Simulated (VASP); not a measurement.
Output of a VASP run:

**OSZICAR**
```
       N       E                     dE             d eps       ncg     rms          rms(c)
DAV:   1     0.401412417741E+02    0.40141E+02   -0.67856E+03   440   0.114E+03
DAV:   2    -0.393103393694E+02   -0.79452E+02   -0.75451E+02   495   0.238E+02
DAV:   3    -0.451632074810E+02   -0.58529E+01   -0.58199E+01   533   0.678E+01
DAV:   4    -0.453157677959E+02   -0.15256E+00   -0.15247E+00   512   0.117E+01
DAV:   5    -0.453202842071E+02   -0.45164E-02   -0.45163E-02   536   0.209E+00    0.128E+00
DAV:   6    -0.436772900277E+02    0.16430E+01   -0.33946E-01   449   0.805E+00    0.142E+00
DAV:   7    -0.437157190705E+02   -0.38429E-01   -0.20081E-01   440   0.608E+00    0.411E-01
DAV:   8    -0.439267204867E+02   -0.21100E+00   -0.17903E-01   446   0.412E+00    0.444E-01
DAV:   9    -0.437455415036E+02    0.18118E+00   -0.11206E-01   440   0.453E+00    0.430E-01
DAV:  10    -0.437349591230E+02    0.10582E-01   -0.22830E-02   464   0.215E+00    0.128E-01
DAV:  11    -0.437773740233E+02   -0.42415E-01   -0.34385E-02   440   0.250E+00    0.580E-02
DAV:  12    -0.437520859173E+02    0.25288E-01   -0.13141E-02   440   0.159E+00    0.933E-02
DAV:  13    -0.437826191254E+02   -0.30533E-01   -0.17613E-02   440   0.172E+00    0.236E-02
DAV:  14    -0.437828487834E+02   -0.22966E-03   -0.14672E-04   485   0.149E-01    0.155E-02
DAV:  15    -0.437829808309E+02   -0.13205E-03   -0.98267E-05   449   0.152E-01    0.101E-02
DAV:  16    -0.437830424074E+02   -0.61576E-04   -0.36061E-05   452   0.958E-02    0.573E-03
DAV:  17    -0.437830451228E+02   -0.27154E-05   -0.14597E-06   536   0.198E-02    0.327E-03
DAV:  18    -0.437830438664E+02    0.12565E-05   -0.26329E-06   455   0.273E-02    0.174E-03
DAV:  19    -0.437830436650E+02    0.20131E-06   -0.81501E-07   446   0.131E-02    0.187E-03
DAV:  20    -0.437830434111E+02    0.25395E-06   -0.21290E-07   452   0.800E-03    0.132E-03
DAV:  21    -0.437830433469E+02    0.64147E-07   -0.43415E-08   464   0.331E-03
   1 F= -.43783043E+02 E0= -.43783043E+02  d E =-.250518E-16
```

**OUTCAR**
```
------------------------ aborting loop because EDIFF is reached ----------------------------------------
  FORCE on cell =-STRESS in cart. coord.  units (eV):
  Direction    XX          YY          ZZ          XY          YZ          ZX
  --------------------------------------------------------------------------------------
  Total       -0.4061421     -0.4061421     -0.4061421      0.0000000     -0.0000000     -0.0000000
  in kB       -9.2237064     -9.2237064     -9.2237064      0.0000000     -0.0000000     -0.0000000
  external PRESSURE =      -9.2237064 kB  Pullay stress =       0.0000000 kB
  volume of cell :       70.55
      direct lattice vectors                 reciprocal lattice vectors
     0.000000000  3.279575962  3.279575962    -0.152458734  0.152458734  0.152458734
     3.279575962  0.000000000  3.279575962     0.152458734 -0.152458734  0.152458734
     3.279575962  3.279575962  0.000000000     0.152458734  0.152458734 -0.152458734
  FREE ENERGIE OF THE ION-ELECTRON SYSTEM (eV)
  ---------------------------------------------------
  free  energy   TOTEN  =       -43.7830433469 eV

  energy  without entropy=      -43.7830433469  energy(sigma->0) =      -43.78304335
```
(Selected blocks of OUTCAR.)

### POSCAR
```
NaI
1
    0.0000000000     3.2795759617     3.2795759617
    3.2795759617     0.0000000000     3.2795759617
    3.2795759617     3.2795759617     0.0000000000
Na I
1 1
Direct
  0.0000000000   0.0000000000   0.0000000000
  0.5000000000   0.5000000000   0.5000000000
```

Question: Reconstruct the remaining input files.

Answer: Several could match; the one computed here: the input of the run itself, SCAN meta-GGA, plane waves, VASP's PBE PAW potentials (set 64).

File KPOINTS:
```
Automatic
0
Gamma
 7 7 7
0 0 0
```

**INCAR**
```
ALGO = Normal
EDIFF = 1E-7
ENCUT = 520
ISIF = 2
ISMEAR = 0
LASPH = .True.
LCHARG = .False.
LMAXMIX = 4
LMIXTAU = .True.
LREAL = .False.
LWAVE = .False.
METAGGA = SCAN
NELM = 100
PREC = Accurate
SIGMA = 0.05
SYSTEM = NaI
```

POTCAR, in this order: Na_pv I (PBE.64 set). Program: vasp_std.

The compound is NaI in the rock salt structure. This cell is one point of a volume scan, at 1.06 of the reference volume.
